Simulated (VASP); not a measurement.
```
CELL_PARAMETERS angstrom
      0.00000     2.44149     2.44149
      2.44149     0.00000     2.44149
      2.44149     2.44149     0.00000
ATOMIC_POSITIONS crystal
  Y  0.00000 0.00000 0.00000
  N  0.50000 0.50000 0.50000
```

Level of theory: MS2 meta-GGA, VASP's PBE PAW potentials (set 64) (plane waves; VASP). Numerical set-up: 520 eV cut-off, 10×10×10 Γ-centred mesh, tetrahedra with Blöchl corrections, potentials Y_sv N.

Problem. Estimate the energy per atom (σ→0), band gap (over mesh and band path) with the smallest direct gap where there is one.

Solution. 
| Item | Result |
|---|---|
| band gap (over mesh and band path) | 0.39 eV |
| smallest direct gap (over mesh and band path) | 0.80 eV |
| energy per atom (σ→0) | -10.348 eV/atom |

Total energies compare only between runs with the same potentials, cut-off and functional.

The compound is YN in the rock salt structure. It was relaxed first.
